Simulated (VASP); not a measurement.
All values below come from PBEsol GGA, VASP's PBE PAW potentials (set 64) (plane waves; VASP).

The input files of a VASP run:

**INCAR**
```
SYSTEM  =  VSi2
PREC  =  Accurate; ENCUT  =  400; LREAL  =  .FALSE.
LASPH  =  .TRUE.
EDIFF  =  1E-6; NELM  =  100; ALGO  =  Normal
LMAXMIX  =  4
ISMEAR  =  1; SIGMA  =  0.1
GGA  =  PS
MAGMOM  =  2.0 2.0 2.0 0.0 0.0 0.0 0.0 0.0 0.0
ISPIN  =  2
IBRION  =  2; NSW  =  60; ISIF  =  3
EDIFFG  =  -0.02
LWAVE  =  .FALSE.; LCHARG  =  .FALSE.; LORBIT  =  10
```

**POSCAR**
```
VSi2
1
    4.5141746302    -0.0000000000     0.0000000000
   -2.2570873151     3.9093898303     0.0000000000
    0.0000000000    -0.0000000000     6.3220936229
V Si
3 6
Direct
  0.5000000000   0.0000000000   1.0000000000
  0.5000000000   0.5000000000   0.3333330000
  0.0000000000   0.5000000000   0.6666670000
  0.1638136812   0.3276273624   0.0000000000
  0.8361863188   0.1638136812   0.3333330000
  0.6723726376   0.8361863188   0.6666670000
  0.8361863188   0.6723726376   0.0000000000
  0.1638136812   0.8361863188   0.3333330000
  0.3276273624   0.1638136812   0.6666670000
```

KPOINTS:
```
K-points
0
G
7 7 5
```

POTCAR, in this order: V_sv Si (PBE.64 set). Program: vasp_std.

The resulting files:

**OSZICAR**
```
       N       E                     dE             d eps       ncg     rms          rms(c)
DAV:   1     0.603692675596E+03    0.60369E+03   -0.29232E+04  4272   0.129E+03
DAV:   2    -0.259714653264E+02   -0.62966E+03   -0.61179E+03  3936   0.432E+02
DAV:   3    -0.733094264635E+02   -0.47338E+02   -0.45315E+02  5008   0.109E+02
DAV:   4    -0.745220138572E+02   -0.12126E+01   -0.11983E+01  4792   0.172E+01
DAV:   5    -0.745418601366E+02   -0.19846E-01   -0.19833E-01  4648   0.245E+00    0.468E+01
DAV:   6    -0.730783270256E+02    0.14635E+01   -0.12808E+02  5184   0.632E+01    0.206E+01
DAV:   7    -0.697261987074E+02    0.33521E+01   -0.70753E+01  5000   0.509E+01    0.173E+01
DAV:   8    -0.687325470266E+02    0.99365E+00   -0.52946E+00  4840   0.137E+01    0.557E+00
DAV:   9    -0.687161755816E+02    0.16371E-01   -0.46190E-01  5104   0.342E+00    0.177E+00
DAV:  10    -0.687156635445E+02    0.51204E-03   -0.13032E-02  4936   0.575E-01    0.579E-01
DAV:  11    -0.687148908776E+02    0.77267E-03   -0.11913E-02  5064   0.612E-01    0.320E-01
DAV:  12    -0.687146892559E+02    0.20162E-03   -0.17137E-03  5136   0.237E-01    0.788E-02
DAV:  13    -0.687147295581E+02   -0.40302E-04   -0.20242E-04  5128   0.702E-02    0.329E-02
DAV:  14    -0.687147500298E+02   -0.20472E-04   -0.12890E-05  4648   0.175E-02    0.254E-02
DAV:  15    -0.687147577665E+02   -0.77367E-05   -0.11334E-05  4048   0.144E-02    0.168E-02
DAV:  16    -0.687147652376E+02   -0.74711E-05   -0.20274E-05  4480   0.184E-02    0.875E-03
DAV:  17    -0.687147676403E+02   -0.24027E-05   -0.60171E-06  4256   0.103E-02    0.491E-03
DAV:  18    -0.687147685678E+02   -0.92750E-06   -0.39382E-06  3936   0.866E-03
   1 F= -.68714769E+02 E0= -.68713686E+02  d E =-.687148E+02  mag=     0.0002
       N       E                     dE             d eps       ncg     rms          rms(c)
DAV:   1    -0.687334034894E+02   -0.18636E-01   -0.47756E-01  4168   0.598E+00    0.121E+00
DAV:   2    -0.687254309905E+02    0.79725E-02   -0.13943E-01  5088   0.258E+00    0.736E-01
DAV:   3    -0.687187692893E+02    0.66617E-02   -0.49090E-02  5032   0.133E+00    0.315E-01
DAV:   4    -0.687176312145E+02    0.11381E-02   -0.43101E-03  4760   0.485E-01    0.562E-02
DAV:   5    -0.687176265163E+02    0.46982E-05   -0.18531E-04  4912   0.100E-01    0.356E-02
DAV:   6    -0.687176209119E+02    0.56044E-05   -0.36436E-05  4976   0.389E-02    0.732E-03
DAV:   7    -0.687176218332E+02   -0.92126E-06   -0.16025E-06  3112   0.997E-03
   2 F= -.68717622E+02 E0= -.68716713E+02  d E =-.285327E-02  mag=     0.0000
       N       E                     dE             d eps       ncg     rms          rms(c)
DAV:   1    -0.687176921867E+02   -0.71275E-04   -0.17582E-03  4280   0.361E-01    0.730E-02
DAV:   2    -0.687176644855E+02    0.27701E-04   -0.51074E-04  5096   0.157E-01    0.449E-02
DAV:   3    -0.687176394830E+02    0.25002E-04   -0.18054E-04  5016   0.808E-02    0.192E-02
DAV:   4    -0.687176340779E+02    0.54051E-05   -0.16593E-05  4776   0.301E-02    0.364E-03
DAV:   5    -0.687176339312E+02    0.14671E-06   -0.55473E-07  2712   0.628E-03
   3 F= -.68717634E+02 E0= -.68716713E+02  d E =-.286536E-02  mag=     0.0000
       N       E                     dE             d eps       ncg     rms          rms(c)
DAV:   1    -0.687202986141E+02   -0.26645E-02   -0.51771E-02  4616   0.190E+00    0.542E-01
DAV:   2    -0.687200942194E+02    0.20439E-03   -0.43460E-02  5128   0.133E+00    0.436E-01
DAV:   3    -0.687179613492E+02    0.21329E-02   -0.13219E-02  5000   0.690E-01    0.734E-02
DAV:   4    -0.687178998541E+02    0.61495E-04   -0.39118E-04  4680   0.133E-01    0.226E-02
DAV:   5    -0.687179003341E+02   -0.48005E-06   -0.11278E-05  4792   0.210E-02    0.150E-02
DAV:   6    -0.687178989944E+02    0.13397E-05   -0.45779E-06  4232   0.128E-02    0.121E-03
DAV:   7    -0.687178990054E+02   -0.11002E-07   -0.14447E-07  2736   0.314E-03
   4 F= -.68717899E+02 E0= -.68717007E+02  d E =-.265074E-03  mag=    -0.0000
```

**OUTCAR**
```
------------------------ aborting loop because EDIFF is reached ----------------------------------------
  FORCE on cell =-STRESS in cart. coord.  units (eV):
  Direction    XX          YY          ZZ          XY          YZ          ZX
  --------------------------------------------------------------------------------------
  Total        0.0576626      0.0576626      0.1205017      0.0000000      0.0000000      0.0000000
  in kB        0.8269357      0.8269357      1.7281071      0.0000000      0.0000000      0.0000000
  external PRESSURE =       1.1273262 kB  Pullay stress =       0.0000000 kB
  volume of cell :      111.72
      direct lattice vectors                 reciprocal lattice vectors
     4.521905296  0.000000000  0.000000000     0.221145719  0.127678543 -0.000000000
    -2.260952648  3.916084783 -0.000000000    -0.000000000  0.255357086 -0.000000000
    -0.000000000  0.000000000  6.308984636    -0.000000000  0.000000000  0.158504111
 POSITION                                       TOTAL-FORCE (eV/Angst)
 -----------------------------------------------------------------------------------
      2.26095      0.00000      0.00000        -0.000000      0.000000      0.000000
      1.13048      1.95804      2.10299        -0.000000      0.000000     -0.000000
      3.39143      1.95804      4.20599        -0.000000      0.000000      0.000000
     -0.00000      1.27649      6.30898        -0.000000      0.001185      0.000000
      3.41643      0.63824      2.10299        -0.001026      0.000593     -0.000000
      1.15548      3.27784      4.20599        -0.001026     -0.000593     -0.000000
      2.26095      2.63960      6.30898        -0.000000     -0.001185      0.000000
     -1.15548      3.27784      2.10299         0.001026     -0.000593      0.000000
      1.10547      0.63824      4.20599         0.001026      0.000593      0.000000
 -----------------------------------------------------------------------------------
    total drift:                               -0.000000      0.000000     -0.005447
  FREE ENERGIE OF THE ION-ELECTRON SYSTEM (eV)
  ---------------------------------------------------
  free  energy   TOTEN  =       -68.7178990054 eV

  energy  without entropy=      -68.7152229119  energy(sigma->0) =      -68.71700697

 total charge

# of ion       s       p       d       tot
------------------------------------------
    1        2.242   6.245   3.279  11.766
    2        2.242   6.245   3.279  11.766
    3        2.242   6.245   3.279  11.766
    4        0.753   0.904   0.000   1.657
    5        0.753   0.904   0.000   1.657
    6        0.753   0.904   0.000   1.657
    7        0.753   0.904   0.000   1.657
    8        0.753   0.904   0.000   1.657
    9        0.753   0.904   0.000   1.657
--------------------------------------------------
tot         11.246  24.159   9.837  45.241

 magnetization (x)

# of ion       s       p       d       tot
------------------------------------------
    1       -0.000  -0.000  -0.000  -0.000
    2       -0.000  -0.000  -0.000  -0.000
    3       -0.000  -0.000  -0.000  -0.000
    4        0.000   0.000   0.000   0.000
    5        0.000   0.000   0.000   0.000
    6        0.000   0.000   0.000   0.000
    7        0.000   0.000   0.000   0.000
    8        0.000   0.000   0.000   0.000
    9        0.000   0.000   0.000   0.000
--------------------------------------------------
tot          0.000   0.000  -0.000  -0.000

 reached required accuracy - stopping structural energy minimisation
```
(Selected blocks of OUTCAR.)

CONTCAR:
```
VSi2
   1.00000000000000
     4.5219052963763025    0.0000000000000000    0.0000000000000000
    -2.2609526481881512    3.9160847832043739   -0.0000000000000000
    -0.0000000000000000    0.0000000000000000    6.3089846363969233
  V               Si
     3     6
Direct
     0.5000000000000000    0.0000000000000000    0.0000000000000000
     0.5000000000000000    0.5000000000000000    0.3333330000000032
     1.0000000000000000    0.5000000000000000    0.6666669999999968
     0.1629800292451568    0.3259600584903207    1.0000000000000000
     0.8370199707548404    0.1629800292451568    0.3333330000000032
     0.6740399415096765    0.8370199707548432    0.6666669999999968
     0.8370199707548432    0.6740399415096794    1.0000000000000000
     0.1629800292451597    0.8370199707548432    0.3333330000000032
     0.3259600584903236    0.1629800292451568    0.6666669999999968
```

The structure was generated: VSi2 was put into the CrSi2 type (P6_222), which need not be its known phase. This run relaxes it. Symmetry was kept, so distortions that lower it aren't found. The start is the result of an earlier pass.
